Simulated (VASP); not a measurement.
```xyz
4
Lattice="3.5748 0.0000 0.0000 0.0000 3.5748 0.0000 0.0000 0.0000 3.5748" Properties=species:S:1:pos:R:3 pbc="T T T"
Si     0.0000     0.0000     0.0000
Ni     0.0000     1.7874     1.7874
Ni     1.7874     0.0000     1.7874
Ni     1.7874     1.7874     0.0000
```

All values below come from PBE GGA, VASP's PBE PAW potentials (set 64) (plane waves; VASP). Settings: 520 eV cut-off, 9×9×9 Γ-centred mesh, first-order Methfessel-Paxton smearing of 0.10 eV, potentials Si Ni.

Q: Give the stress tensor in GPa (positive for a compressed cell).

A: 
```
-10.69    0.00    0.00
  0.00  -10.69    0.00
  0.00    0.00  -10.69
```
The pressure is its mean diagonal, -10.69 GPa.

The compound is Ni3Si in the L1_2 structure. This cell is one point of a volume scan, at 1.06 of the reference volume. The run is not spin-polarised, so no magnetic state was tried.
